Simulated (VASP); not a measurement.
An input for Quantum ESPRESSO's pw.x (written as the equivalent of a VASP run, and not itself run):

```
&CONTROL
  calculation = 'scf'
  pseudo_dir = './pseudo'
  outdir = './out'
  tprnfor = .true.
  tstress = .true.
/
&SYSTEM
  ibrav = 0
  nat = 2
  ntyp = 2
  ecutwfc = 76
  occupations = 'smearing'
  smearing = 'fermi-dirac'
  degauss = 0.00735
  input_dft = 'pbesol'
/
&ELECTRONS
  conv_thr = 7.3e-08
  electron_maxstep = 100
/
ATOMIC_SPECIES
  B 10.810 B.upf
  W 183.840 W.upf
CELL_PARAMETERS angstrom
     0.0000000    2.3835930    2.3835930
     2.3835930    0.0000000    2.3835930
     2.3835930    2.3835930    0.0000000
ATOMIC_POSITIONS crystal
  B    0.0000000  0.0000000  0.0000000
  W    0.5000000  0.5000000  0.5000000
K_POINTS automatic
  6 6 6 0 0 0
```

Write the VASP files for the same calculation (PBEsol).

This is not unique; one that fits is 
**INCAR**
```
SYSTEM=BW
PREC=Accurate; ENCUT=400; LREAL=.FALSE.
LASPH=.TRUE.
EDIFF=1E-6; NELM=100; ALGO=Normal
LMAXMIX=6
ISMEAR=-1; SIGMA=0.1
GGA=PS
ISIF=2
LWAVE=.FALSE.; LCHARG=.FALSE.
```

File KPOINTS:
```
Automatic
0
G
  6 6 6
0 0 0
```

### POSCAR
```
BW
1
    0.0000000000     2.3835930000     2.3835930000
    2.3835930000     0.0000000000     2.3835930000
    2.3835930000     2.3835930000     0.0000000000
B W
1 1
Direct
  0.0000000000   0.0000000000   0.0000000000
  0.5000000000   0.5000000000   0.5000000000
```

POTCAR, in this order: B W_sv (PBE.64 set). Program: vasp_std.

Limits of the translation: the potentials are each code's own (VASP's PAW set, PseudoDojo norm-conserving files in pw.x), so ENCUT and ecutwfc are chosen apart and not converted; conv_thr bounds pw.x's estimated SCF error, while EDIFF bounds the energy change between steps.

The structure was generated: BW was put into an ordered model structure, which need not be its known phase. The cell was not relaxed at this level. The k-mesh is coarse (spacing up to 0.38 per Å, 2π included), so the numbers may not be converged in it. The run is one of a series of settings (GGA = PS against the base run), some of them coarse on purpose.
